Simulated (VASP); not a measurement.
# A VASP study of TlAgCl2 (r2SCAN): structure first, properties next, part 4 of 4

What structure does TlAgCl2 take at this level, and what are its properties? The cell is invented: it takes the structure of COD entry 9008597, AgCl (space group 225 there), with some of its atoms replaced by other elements, volume scaled by an estimate. It may not be a known or stable phase.

VASP 6.6.1; r2SCAN; plane waves and PAW (Tl_d, Ag, Cl); invented cell.

So far, gap on the k-mesh (eV): step 2 (rough relaxation of the start cell) 2.58; step 3 (full relaxation (r2SCAN)) 2.54. The relaxed cell has a = 4.149, c = 21.045 Å (conventional setting).

### 6. Density of states (r2SCAN)

A density of states needs more k-points than a total energy; ISMEAR = -5 takes tetrahedra, and LORBIT projects the states on the PAW spheres. The mesh is finer than in the run before.

File INCAR:

```
SYSTEM = TlAgCl2
PREC = Accurate
ENCUT = 400
EDIFF = 1E-06
NELM = 100
ISMEAR = -5
SIGMA = 0.05
LREAL = .FALSE.
ALGO = Normal
METAGGA = R2SCAN
LASPH = .TRUE.
NBANDS = 33
LORBIT = 11
LWAVE = .FALSE.
LCHARG = .FALSE.
KPAR = 2
NEDOS = 2001
```

File POSCAR:

```
TlAgCl2
1.0
    2.0743064491      1.1976013871      7.0150688129
   -2.0743064491      1.1976013871      7.0150688129
    0.0000000000     -2.3952027742      7.0150688129
Tl Ag Cl
1 1 2
Direct
    0.0000000000      0.0000000000      0.0000000000
    0.5000000000      0.5000000000      0.5000000000
    0.7651316868      0.7651316868      0.7651316868
    0.2348683132      0.2348683132      0.2348683132
```

File KPOINTS:

```
Automatic mesh
0
Gamma
9 9 9
0 0 0
```

Potentials, in the order of the species: Tl_d, Ag and Cl (PBE family, release 64).

On the command line:

```
$ mpirun -np 2 vasp_std
```

Output:

```text
[... set-up lines as in an earlier step ...]
 entering main loop
       N       E                     dE             d eps       ncg     rms          rms(c)
DAV:   1     0.115489744594E+03    0.11549E+03   -0.15901E+04  5698   0.854E+02
DAV:   2    -0.902228521041E+02   -0.20571E+03   -0.19611E+03  6440   0.224E+02
DAV:   3    -0.100873522783E+03   -0.10651E+02   -0.10582E+02  6850   0.483E+01
DAV:   4    -0.100970968909E+03   -0.97446E-01   -0.97417E-01  6466   0.519E+00
DAV:   5    -0.100972506321E+03   -0.15374E-02   -0.15373E-02  6955   0.660E-01    0.687E+00
DAV:   6    -0.902335848081E+02    0.10739E+02   -0.53923E+00  6006   0.167E+01    0.693E+00
DAV:   7    -0.901412949925E+02    0.92290E-01   -0.39244E-01  6822   0.363E+00    0.474E+00
DAV:   8    -0.901122814523E+02    0.29014E-01   -0.15165E-01  6602   0.307E+00    0.131E+00
DAV:   9    -0.901187598403E+02   -0.64784E-02   -0.32551E-02  6748   0.912E-01    0.410E-01
DAV:  10    -0.901184941150E+02    0.26573E-03   -0.57561E-03  6405   0.557E-01    0.922E-02
DAV:  11    -0.901187276122E+02   -0.23350E-03   -0.43647E-04  6698   0.114E-01    0.636E-02
DAV:  12    -0.901187566695E+02   -0.29057E-04   -0.66321E-05  6723   0.707E-02    0.224E-02
DAV:  13    -0.901187664787E+02   -0.98091E-05   -0.25475E-05  6207   0.284E-02    0.715E-03
DAV:  14    -0.901187667673E+02   -0.28861E-06   -0.11300E-06  6185   0.455E-03
   1 F= -.90118767E+02 E0= -.90118767E+02  d E =0.000000E+00
```

Elapsed: 22 min, on 2 MPI ranks of AMD EPYC 7R43, shared host; peak memory 0.86 GiB.

Parts of OUTCAR (step 6):

```text
   k-points           NKPTS =     85   k-points in BZ     NKDIM =     85   number of bands    NBANDS=     33

   NELECT =      38.0000    total number of electrons

 E-fermi :   2.6319

 k-point     1 :       0.0000    0.0000    0.0000
  band No.  band energies     occupation
    ...
     15       0.7000      2.00000
     16       0.7000      2.00000
     17       1.2067      2.00000
     18       2.2817      2.00000
     19       2.2817      2.00000
     20       6.3052      0.00000
     21       7.1555      0.00000
     22       9.0107      0.00000
     23       9.0107      0.00000
     24      11.8969      0.00000
    ...

  Total        0.0018403      0.0018403      0.0298537      0.0000000     -0.0000000      0.0000000
  in kB        0.0281988      0.0281988      0.4574460      0.0000000     -0.0000000      0.0000000
  external PRESSURE =       0.1712812 kB  Pullay stress =       0.0000000 kB

 POSITION                                       TOTAL-FORCE (eV/Angst)
 -----------------------------------------------------------------------------------
      0.00000      0.00000      0.00000        -0.000000     -0.000000      0.000000
      0.00000      0.00000     10.52260         0.000000     -0.000000      0.000000
      0.00000      0.00000     16.10235        -0.000000      0.000000      0.006128
      0.00000      0.00000      4.94285        -0.000000      0.000000     -0.006128
 -----------------------------------------------------------------------------------
    total drift:                                0.000000      0.000000     -0.000000

  FREE ENERGIE OF THE ION-ELECTRON SYSTEM (eV)
  ---------------------------------------------------
  free  energy   TOTEN  =       -90.1187667673 eV

  energy  without entropy=      -90.1187667673  energy(sigma->0) =      -90.11876677

[... 7 parts as in an earlier step ...]

[... 9 further parts left out ...]
```

Numbers from this step:

```
irreducible k-points           : 85
free energy (TOTEN)            : -90.1188 eV
Fermi energy                   : 2.632 eV
pressure                       : 0.01713 GPa
valence top at k               : -0.2222, 0.2222, 0
conduction bottom at k         : 0.4444, 0.4444, 0.4444
least direct gap at k          : 0.4444, 0.4444, 0.4444
gap on the k-mesh              : 2.526 eV
least direct gap on the k-mesh : 2.939 eV
```

The density of states has structure finer than the step of the table below, so its rows give means over 1 eV, whole bins alone (the curve runs from -12.0 to 9.55 eV). Peaks (eV: height): total -10.4: 81.1, -1.8: 18.7; Ag d -3.5: 2.96, -1.8: 15.2, -0.7: 4.54; Cl p -3.9: 3.41, -3.6: 4.05, -3.4: 4.11, -3.1: 2.94; Tl p 3.4: 0.707, 4.8: 0.543, 5.4: 0.881, 5.9: 0.941; Tl s -5.2: 1.30, -2.3: 0.771, -1.5: 0.324, -0.2: 0.347.

States under -12.0 eV and over 9.6 eV are left out. Density of states against energy, zero at the valence-band top; means over each step; values in states/eV/cell:

| energy (eV) | total | Ag d | Cl p | Tl p | Tl s | Tl d |
| --- | --- | --- | --- | --- | --- | --- |
| -11 | 3.46 | 1.4e-4 | 0.00336 | 7.3e-5 | 2.9e-4 | 3.31 |
| -10 | 6.54 | 4.7e-4 | 0.00935 | 7.8e-5 | 2.0e-4 | 6.27 |
| -9 | 0 | 0 | 0 | 0 | 0 | 0 |
| -8 | 0 | 0 | 0 | 0 | 0 | 0 |
| -7 | 0 | 0 | 0 | 0 | 0 | 0 |
| -6 | 0.317 | 0.00638 | 0.0502 | 5.2e-4 | 0.118 | 0.00108 |
| -5 | 1.68 | 0.0442 | 0.322 | 0.00286 | 0.590 | 0.00520 |
| -4 | 3.47 | 0.566 | 1.45 | 0.0378 | 0.0179 | 0.00929 |
| -3 | 5.95 | 1.23 | 2.61 | 0.0362 | 0.0927 | 0.0332 |
| -2 | 7.06 | 4.70 | 1.06 | 0.0113 | 0.273 | 0.00891 |
| -1 | 3.60 | 1.96 | 0.908 | 0.0241 | 0.119 | 0.00645 |
| 0 | 1.92 | 0.870 | 0.639 | 0.00860 | 0.111 | 0.00312 |
| 1 | 0 | 0 | 0 | 0 | 0 | 0 |
| 2 | 0 | 0 | 0 | 2.0e-6 | 0 | 0 |
| 3 | 1.26 | 0.0112 | 0.126 | 0.258 | 0.00756 | 0.00294 |
| 4 | 1.43 | 0.0102 | 0.119 | 0.270 | 0.0142 | 0.00546 |
| 5 | 2.41 | 0.0163 | 0.253 | 0.494 | 0.0141 | 0.00976 |
| 6 | 2.76 | 0.0176 | 0.316 | 0.664 | 0.00359 | 0.0194 |
| 7 | 0.764 | 0.00576 | 0.0520 | 0.0948 | 0.00117 | 0.0144 |
| 8 | 1.83 | 0.0238 | 0.129 | 0.0837 | 0.00495 | 0.0381 |
| 9 | 3.45 | 0.0686 | 0.271 | 0.120 | 0.00808 | 0.0373 |

The gap on this mesh is 2.53 eV. In the top eV of the valence band the largest shares in the PAW spheres are Ag d 51 % and Cl p 29 %. The rest lies in smaller channels or between the spheres.

### 7. Results

```yaml
relaxed_volume: 26.14 Å³/atom
relaxed_conventional_cell_a_b_c: 4.149, 4.149, 21.045 Å; angles 90.0, 90.0, 120.0°
space_group_after_relaxing_within_0p02_a: R-3m (No. 166)
band_gap: 2.49 eV, indirect (least direct gap of that run 2.89 eV)
gap_among_the_points_of_the_dos_mesh_alone_an_upper_bound: 2.53 eV
```

**Reading.** With r2SCAN, TlAgCl2 relaxes to 26.14 Å³/atom in space group R-3m (held by the symmetry of the run) and has an indirect gap of 2.49 eV. Band structure (r2SCAN): On this path the gap is indirect, 2.49 eV, with the valence top between Γ and X and the conduction bottom at Z. The least direct gap is 2.89 eV. Spin-orbit coupling is left out, and with elements this heavy it would split and shift bands near the edges, and it can change the kind of a small gap. No search among competing phases was made. All values are for a static lattice at zero temperature.

[Lines on the potential files, build, host, timing and source positions are cut from VASP's logs without a mark.]

[Logs are printed without paths, hosts, clocks, repeated set-up lines and the standing remarks that a program may print on its own settings, such as how far it seeks lower states.]

[Hosts, paths, dates, database ids (printed as entryN), source tags and the programs' standing remarks are cut or masked in the printed files.]

[A measured line is paired with the nearest computed mode of its activity, which favours agreement.]
